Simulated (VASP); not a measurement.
# BeS (relaxed from the NiAs type structure, space group P6_3/mmc): computed properties

All values below come from PBEsol GGA, VASP's PBE PAW potentials (set 64) (plane waves; VASP).

```yaml
space_group: P6_3/mmc (194)
cell: a = 3.2721 Å, b = 3.2721 Å, c = 5.2091 Å, α = 90.00°, β = 90.00°, γ = 120.00°
volume_per_atom: 12.07 Å³/atom
band gap (over mesh and band path): 1.41 eV
smallest direct gap (over mesh and band path): 3.41 eV
band_edge_character: indirect, Γ to K
density: 2.82 g/cm³
```

```
CELL_PARAMETERS angstrom
      3.27206     0.00000     0.00000
     -1.63603     2.83369     0.00000
      0.00000     0.00000     5.20909
ATOMIC_POSITIONS crystal
  Be 0.00000 0.00000 0.00000
  Be 0.00000 0.00000 0.50000
  S  0.33333 0.66667 0.25000
  S  0.66667 0.33333 0.75000
```

The structure was generated: BeS was put into the NiAs type type (P6_3/mmc), which need not be its known phase. It was relaxed first, which changed the volume by +22 %. Symmetry was kept, so distortions that lower it aren't found.
